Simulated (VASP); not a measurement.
The system is Hf3SnS4.

```
Hf Sn S
1.0
     0.00000    4.45163    4.45163
     4.45163    0.00000    4.45163
     4.45163    4.45163    0.00000
Hf Sn S
3 1 4
Direct
  0.75000 0.75000 0.75000
  0.00000 0.00000 0.00000
  0.50000 0.50000 0.50000
  0.25000 0.25000 0.25000
  0.12454 0.62639 0.12454
  0.12454 0.12454 0.12454
  0.62639 0.12454 0.12454
  0.12454 0.12454 0.62639
```

The cell was built by a generator and needn't be a form met in nature.

| Property | Result |
| --- | --- |
| Program | VASP 6.6.1 |
| Task | relaxation of cell and atoms |
| Functional | PBE |
| Potentials or basis | VASP PAW PBE potentials, release 64 (Hf_pv, Sn_d, S) |
| Cutoff | 520 eV |
| k mesh | 3 × 3 × 3 |
| Occupations | gaussian, width 0.15 eV |
| Spin | no spin polarisation |

At the start: pressure 69.5 GPa; volume 22.05 Å³/atom.

Q: How do energy, volume and symmetry change on relaxing?

A: Over 9 steps the energy falls by 2298.9 meV/atom and the volume is 41.54 Å³/atom (+88.4 %); space group F-43m (No. 216, to 0.05 Å).

Step by step:
```csv
step,energy change (eV),largest force (eV/Å),pressure (GPa),volume (Å³)
1,0.0000,0.0479,69.51,176.44
2,-9.6697,2.1606,-5.07,550.89
3,-18.2633,0.7027,1.52,313.24
4,-18.2548,1.1230,-1.14,342.55
5,-18.3105,0.9333,-0.16,329.15
6,-18.3115,0.8795,0.14,325.46
7,-18.3779,0.0172,0.55,326.01
8,-18.3780,0.0204,0.58,326.00
9,-18.3914,0.0433,0.28,332.35
```

Final structure:
```yaml
crystal:
  lattice:
    - [0.00000, 5.49781, 5.49781]
    - [5.49781, 0.00000, 5.49781]
    - [5.49781, 5.49781, 0.00000]
  atoms:
    - { symbol: Hf, position: [0.75000, 0.75000, 0.75000] }
    - { symbol: Hf, position: [0.00000, 0.00000, 0.00000] }
    - { symbol: Hf, position: [0.50000, 0.50000, 0.50000] }
    - { symbol: Sn, position: [0.25000, 0.25000, 0.25000] }
    - { symbol: S, position: [0.12218, 0.63345, 0.12218] }
    - { symbol: S, position: [0.12218, 0.12218, 0.12218] }
    - { symbol: S, position: [0.63345, 0.12218, 0.12218] }
    - { symbol: S, position: [0.12218, 0.12218, 0.63345] }
```

Caveat: the k mesh is coarse (spacing up to 0.41 Å⁻¹), so the values aren't converged; the volume moved by over 15 % at a fixed basis, so the end points are rough.
